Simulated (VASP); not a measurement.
Energy against volume of Ge (diamond). Level of theory: revPBE GGA, VASP's PBE PAW potentials (set 64) (plane waves; VASP 6.6.1). Settings: 520 eV cut-off, 11×11×11 Γ-centred mesh, first-order Methfessel-Paxton smearing of 0.10 eV, potentials Ge_d.

```
V (Å³/atom)  E (eV/atom)
-----------  -----------
22.878          -4.21527
23.608          -4.22890
24.338          -4.23337
25.068          -4.23018
```

Task: Fit these four points and predict the energy of the run at 25.798 Å³/atom.

Result: A cubic in V^(−2/3), the third-order Birch-Murnaghan form, passes through the four points with V0 = 24.38 Å³/atom and B0 = 55 GPa, and gives -4.2206 eV/atom there. The run gave -4.2206 eV/atom, +0.0 meV/atom from the fit; all five points give B0 = 55 GPa.

The compound is Ge in the diamond structure. It was relaxed first, which changed the volume by +8 %.
